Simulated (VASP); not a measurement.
Given:

```
CELL_PARAMETERS angstrom
      0.00000     3.21647     3.21647
      3.21647     0.00000     3.21647
      3.21647     3.21647     0.00000
ATOMIC_POSITIONS crystal
  Cd 0.00000 0.00000 0.00000
  Te 0.25000 0.25000 0.25000
```

Method: rev-vdW-DF2, VASP's PBE PAW potentials (set 64) (plane waves; VASP 6.6.1). Settings: 520 eV cut-off, 7×7×7 Γ-centred mesh, Gaussian smearing of 0.050 eV, potentials Cd Te.

Unless said otherwise, spin-orbit coupling is left out, though it shifts the bands of the heavy elements here.

Q: Estimate the energy per atom (σ→0), pressure, band gap (on the k-mesh) with the smallest direct gap where there is one.

A: 
```
Property                                      Value
-----------------------------------  --------------
band gap (on the k-mesh)                    0.69 eV
smallest direct gap (on the k-mesh)         0.69 eV
energy per atom (σ→0)                -0.069 eV/atom
pressure                                   2.71 GPa
```

Total energies compare only between runs with the same potentials, cut-off and functional.

The compound is CdTe in the zinc blende structure. This cell is one point of a volume scan, at 0.94 of the reference volume.
